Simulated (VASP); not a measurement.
An input for Quantum ESPRESSO's pw.x (written as the equivalent of a VASP run, and not itself run):

```
&CONTROL
  calculation = 'vc-relax'
  pseudo_dir = './pseudo'
  outdir = './out'
  tprnfor = .true.
  tstress = .true.
  nstep = 60
  forc_conv_thr = 0.00039
/
&SYSTEM
  ibrav = 0
  nat = 2
  ntyp = 1
  ecutwfc = 70
  occupations = 'smearing'
  smearing = 'methfessel-paxton'
  degauss = 0.00735
  input_dft = 'pz'
/
&ELECTRONS
  conv_thr = 7.3e-08
  electron_maxstep = 100
/
&IONS
/
&CELL
/
ATOMIC_SPECIES
  Bi 208.980 Bi.upf
CELL_PARAMETERS angstrom
     4.1658200   -2.2750000    0.0000000
     4.1658200    2.2750000    0.0000000
     2.9234170    0.0000000    3.7394270
ATOMIC_POSITIONS crystal
  Bi   0.2340000  0.2340000  0.2340000
  Bi   0.7660000  0.7660000  0.7660000
K_POINTS automatic
  9 9 9 0 0 0
```

Task: Write the VASP files for the same calculation (LDA).

Result: Several could match; the one computed here: 
**KPOINTS**
```
Regular mesh
0
gamma
 9 9 9
0 0 0
```

INCAR:
```
# general
SYSTEM  = Bi
PREC    = Accurate
ENCUT   = 520
LREAL   = .False.
LASPH   = .True.

# electronic loop
EDIFF   = 1E-6   # SCF stop (eV)
NELM    = 100   # most electronic steps
ALGO    = Normal   # blocked Davidson
LMAXMIX = 4   # l cut-off of mixed one-centre charges

# smearing
ISMEAR  = 1   # Methfessel-Paxton
SIGMA   = 0.1   # width (eV)

# ions
IBRION  = 2   # conjugate gradients
NSW     = 60
ISIF    = 3   # ions, shape and volume
EDIFFG  = -0.01   # ionic stop

# output
LWAVE   = .False.
LCHARG  = .False.
```

POSCAR:
```
Bi
1
    4.1658200000    -2.2750000000     0.0000000000
    4.1658200000     2.2750000000     0.0000000000
    2.9234170000     0.0000000000     3.7394270000
Bi
2
Direct
  0.2340000000   0.2340000000   0.2340000000
  0.7660000000   0.7660000000   0.7660000000
```

POTCAR, in this order: Bi_d (LDA.64 set). Program: vasp_std.

The two are equivalent in intent, not identical: the potentials are each code's own (VASP's PAW set, PseudoDojo norm-conserving files in pw.x), so ENCUT and ecutwfc are chosen apart and not converted; conv_thr bounds pw.x's estimated SCF error, while EDIFF bounds the energy change between steps; forc_conv_thr acts on force components and is met together with etot_conv_thr.

The compound is Bi in the a7 structure. This run relaxes it. Symmetry was kept, so distortions that lower it aren't found.
